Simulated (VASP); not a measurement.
All values below come from PBE GGA, VASP's PBE PAW potentials (set 64) (plane waves; VASP).

VASP ran on this input.

File POSCAR:
```
CeO2
1
    0.0000000000     2.7627300000     2.7328950000
    2.7624840000     0.0000000000     2.7328950000
    2.7624840000     2.7627300000     0.0000000000
Ce O
1 2
Direct
  0.0000000000   0.0000000000   0.0000000000
  0.2500000000   0.2500000000   0.2500000000
  0.7356860000   0.7643140000   0.7643140000
```

**INCAR**
```
LREAL = .False.
ISIF = 2   ! forces and stress, cell fixed
ISMEAR = 0   ! Gaussian
ENCUT = 520   ! plane-wave cut-off (eV)
SYSTEM = CeO2
LMAXMIX = 6   ! l cut-off of mixed one-centre charges
LWAVE = .False.
ALGO = Normal   ! blocked Davidson
SIGMA = 0.05
LASPH = .True.
LCHARG = .False.
EDIFF = 1E-6
NELM = 100   ! most electronic steps
GGA = PE   ! PBE
PREC = Accurate
```

### KPOINTS
```
kpoints
0
Gamma
 7 7 7
```

POTCAR, in this order: Ce O (PBE.64 set). Program: vasp_std.

Output

File OSZICAR:
```
       N       E                     dE             d eps       ncg     rms          rms(c)
DAV:   1     0.229105961513E+03    0.22911E+03   -0.11465E+04  3208   0.196E+03
DAV:   2     0.727098073588E+01   -0.22183E+03   -0.21406E+03  4904   0.306E+02
DAV:   3    -0.300360888809E+02   -0.37307E+02   -0.31988E+02  4120   0.144E+02
DAV:   4    -0.317432974924E+02   -0.17072E+01   -0.17070E+01  4904   0.337E+01
DAV:   5    -0.318282095697E+02   -0.84912E-01   -0.84907E-01  5272   0.684E+00    0.276E+01
DAV:   6    -0.305219166159E+02    0.13063E+01   -0.10525E+02  4944   0.590E+01    0.321E+01
DAV:   7    -0.284700659065E+02    0.20519E+01   -0.23458E+02  5208   0.136E+02    0.196E+01
DAV:   8    -0.278625700390E+02    0.60750E+00   -0.43221E+00  3864   0.223E+01    0.137E+01
DAV:   9    -0.263543057149E+02    0.15083E+01   -0.64570E+00  4920   0.210E+01    0.243E+00
DAV:  10    -0.262869318513E+02    0.67374E-01   -0.26202E-01  5608   0.472E+00    0.173E+00
DAV:  11    -0.262483861820E+02    0.38546E-01   -0.55859E-02  4936   0.227E+00    0.139E+00
DAV:  12    -0.261986736236E+02    0.49713E-01   -0.24271E-01  5096   0.478E+00    0.497E-01
DAV:  13    -0.262018211009E+02   -0.31475E-02   -0.64213E-02  5088   0.219E+00    0.712E-01
DAV:  14    -0.261999837875E+02    0.18373E-02   -0.56453E-02  5152   0.210E+00    0.333E-01
DAV:  15    -0.261995249296E+02    0.45886E-03   -0.14833E-02  4816   0.113E+00    0.155E-01
DAV:  16    -0.261993272269E+02    0.19770E-03   -0.30834E-03  4352   0.549E-01    0.419E-02
DAV:  17    -0.261993375402E+02   -0.10313E-04   -0.61846E-04  5040   0.238E-01    0.388E-02
DAV:  18    -0.261993214063E+02    0.16134E-04   -0.68152E-05  4896   0.811E-02    0.143E-02
DAV:  19    -0.261993204251E+02    0.98118E-06   -0.33540E-06  3616   0.168E-02
   1 F= -.26199320E+02 E0= -.26199320E+02  d E =-.588553E-16
```

OUTCAR:
```
------------------------ aborting loop because EDIFF is reached ----------------------------------------
  FORCE on cell =-STRESS in cart. coord.  units (eV):
  Direction    XX          YY          ZZ          XY          YZ          ZX
  --------------------------------------------------------------------------------------
  Total       -1.0469661     -1.1237896     -0.4782986      0.0000000      0.0227837      0.0000000
  in kB      -40.2116642    -43.1622872    -18.3703978      0.0000000      0.8750704      0.0000000
  external PRESSURE =     -33.9147831 kB  Pullay stress =       0.0000000 kB
  volume of cell :       41.71
      direct lattice vectors                 reciprocal lattice vectors
     0.000000000  2.762730000  2.732895000    -0.180996523  0.180980407  0.182956169
     2.762484000  0.000000000  2.732895000     0.180996523 -0.180980407  0.182956169
     2.762484000  2.762730000  0.000000000     0.180996523  0.180980407 -0.182956169
 POSITION                                       TOTAL-FORCE (eV/Angst)
 -----------------------------------------------------------------------------------
      0.00000      0.00000      0.00000         0.215282      0.000000     -0.000000
      1.38124      1.38136      1.36645         0.262441     -0.000000     -0.000000
      4.22281      4.14410      4.09934        -0.477723      0.000000      0.000000
 -----------------------------------------------------------------------------------
    total drift:                               -0.000001      0.000000     -0.000000
  FREE ENERGIE OF THE ION-ELECTRON SYSTEM (eV)
  ---------------------------------------------------
  free  energy   TOTEN  =       -26.1993204251 eV

  energy  without entropy=      -26.1993204251  energy(sigma->0) =      -26.19932043
```
(Selected blocks of OUTCAR.)

The compound is CeO2 in the fluorite structure. The cell was not relaxed at this level, atoms are displaced from their ideal sites. The run is one of a series of settings (KPOINTS 7×7×7 Γ-centred mesh against the base run), some of them coarse on purpose. The run is not spin-polarised, so no magnetic state was tried.
